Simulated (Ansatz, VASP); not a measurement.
# Two plane-wave programs on CdPb2

```
CELL_PARAMETERS angstrom
5.42196 0.00000 0.00000
-2.71098 4.69556 0.00000
0.00000 0.00000 3.65478
ATOMIC_POSITIONS crystal
Cd 0.00000 0.00000 0.00000
Pb 0.33333 0.66667 0.50000
Pb 0.66667 0.33333 0.50000
```

Alike in both runs: functional PBE; k mesh 6 × 6 × 4; occupations gaussian, width 0.1 eV; no spin polarisation.

Ansatz relaxed the structure, and its values are those at the end. VASP's run is a single point on that final structure, the one shown.

|  | VASP | Ansatz |
| --- | --- | --- |
| version | VASP 6.6.1 | Ansatz 0.2.0 |
| potentials or method | VASP PAW PBE potentials, release 64 (Cd, Pb_d) | scalar-relativistic, plane waves, PAW |
| plane-wave cutoff (eV) | 520 | 420 |
| valence electrons in the cell | 40 | 48 |

```csv
,VASP,Ansatz,Ansatz less VASP
gap on the k mesh at the Fermi level (eV),none,none,-
pressure (GPa),0.0,0.0,0.00
```

A gap of «none» marks a metal or a gap that the smearing closes. The two sets of potentials don't hold the same shells in valence.

Caveats: the k mesh is coarse (spacing up to 0.43 Å⁻¹), so the values aren't converged. The runs have no spin-orbit coupling, so splittings on Pb are missing.
